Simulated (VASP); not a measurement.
Consider the following.

```yaml
crystal:
  lattice:
    - [4.64538, 0.00000, 0.00000]
    - [0.00000, 4.64538, 0.00000]
    - [0.00000, 0.00000, 6.52147]
  atoms:
    - { symbol: Mg, position: [0.50000, 0.50000, 0.50000] }
    - { symbol: Cd, position: [0.00000, 0.00000, 0.00000] }
    - { symbol: Te, position: [0.00000, 0.50000, 0.25660] }
    - { symbol: Te, position: [0.50000, 0.00000, 0.74340] }
```

Level of theory: modified Becke-Johnson potential (mBJ) with spin-orbit coupling, VASP's PBE PAW potentials (set 64) (plane waves; VASP). Numerical set-up: 400 eV cut-off, 4×4×4 Γ-centred mesh, Gaussian smearing of 0.050 eV, potentials Mg Cd Te.

mBJ is a potential without an energy functional, so only the levels count.

### Question
Estimate the band gap (over mesh and band path) with the smallest direct gap where there is one.

### Answer

- band gap (over mesh and band path): 2.12 eV
- smallest direct gap (over mesh and band path): 2.12 eV

Total energies compare only between runs with the same potentials, cut-off and functional.

The structure comes from a computed database's MgCdTe2 entry (P-4m2); how it stands against other phases isn't given here. It was relaxed first. The cell's shape comes from a PBE relaxation.
